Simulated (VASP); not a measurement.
Input for VASP

**INCAR**
```
SYSTEM = WSi2
PREC = Accurate; ENCUT = 480; LREAL = .False.
LASPH = .True.
EDIFF = 1E-7; NELM = 100; ALGO = Normal
LMAXMIX = 6; LMIXTAU = .True.
ISMEAR = 1; SIGMA = 0.1
METAGGA = R2SCAN
ISIF = 2
LWAVE = .False.; LCHARG = .False.
```

**POSCAR**
```
WSi2
1
   -1.6064840525     1.6064840525     3.9025890072
    1.6064840525    -1.6064840525     3.9025890072
    1.6064840525     1.6064840525    -3.9025890072
Si W
2 1
Direct
  0.6653823973   0.6653823973   0.0000000000
  0.3346176027   0.3346176027   0.0000000000
  0.0000000000   0.0000000000   0.0000000000
```

**KPOINTS**
```
Automatic mesh
0
Gamma
12 12 12
0 0 0
```

POTCAR, in this order: Si W_sv (PBE.64 set). Program: vasp_std.

Problem. Translate this r2SCAN calculation to Ansatz.

Solution. One equivalent input (not run):
Ansatz 0.2 input:
```yaml
crystal:
  lattice:
    - [-1.6064841, 1.6064841, 3.9025890]
    - [1.6064841, -1.6064841, 3.9025890]
    - [1.6064841, 1.6064841, -3.9025890]
  atoms:
    - { symbol: Si, position: [0.6653824, 0.6653824, 0.0000000] }
    - { symbol: Si, position: [0.3346176, 0.3346176, 0.0000000] }
    - { symbol: W, position: [0.0000000, 0.0000000, 0.0000000] }
kpoints:
  mp_grid: { grid: [12, 12, 12] }
hamiltonian:
  xc: r2scan
  pseudopotentials: { kind: paw }
scf:
  occupations: { method: methfessel_paxton, width: 0.1 }
  max_iter: 100
output: { forces: true, stress: true, eigenvalues: true }
```
The two are equivalent in intent, not identical: each code has its own PAW files, so the cut-off isn't converted (ENCUT is set for VASP's; basis.ecutwfc is left out, and Ansatz then takes the one that its files recommend); Ansatz stops its SCF on the density residual and VASP on the energy change (EDIFF).

The compound is WSi2 in the MoSi2 type structure. It was relaxed first.
